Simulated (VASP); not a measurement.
Here is the system:

```xyz
3
Lattice="1.8689 -3.2370 0.0000 1.8689 3.2370 0.0000 0.0000 0.0000 7.3217" Properties=species:S:1:pos:R:3 pbc="T T T"
Sn     0.0000     0.0000     7.3217
S      1.8689     1.0790     1.4795
S      1.8689    -1.0790     5.8422
```

Method: RPBE GGA, VASP's PBE PAW potentials (set 64) (plane waves; VASP). Run with 520 eV cut-off, 8×8×4 Γ-centred mesh, tetrahedra with Blöchl corrections, potentials Sn_d S.

Without a dispersion term in the relaxation, distances and binding between the weakly bound layers, chains or molecules are unreliable, and so is what depends on them.

### Question
Estimate the energy per atom (σ→0).

### Answer

- energy per atom (σ→0): -4.117 eV/atom

Only differences to runs with the same potentials and settings are physical.

The compound is SnS2 in the 1T layered structure. It was relaxed first, which changed the volume by +30 %.
